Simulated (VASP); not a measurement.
```
CELL_PARAMETERS angstrom
      1.45500    -2.52013     0.00000
      1.45500     2.52013     0.00000
      0.00000     0.00000     2.84000
ATOMIC_POSITIONS crystal
  W  0.00000 0.00000 0.00000
  C  0.33333 0.66667 0.50000
```

Level of theory: PBE GGA, VASP's PBE PAW potentials (set 64) (plane waves; VASP). Settings: 520 eV cut-off, KSPACING 0.6 per Å, first-order Methfessel-Paxton smearing of 0.10 eV, potentials W_sv C.

Give the stress tensor in GPa (positive for a compressed cell).

```
6.83  0.00  0.00
0.00  6.83  0.00
0.00  0.00  3.80
```
The pressure is its mean diagonal, 5.82 GPa.

The compound is WC in the wc structure. The cell was not relaxed at this level. The run is one of a series of settings (KGAMMA = .TRUE., KSPACING = 0.6, KPOINTS file removed against the base run), some of them coarse on purpose.
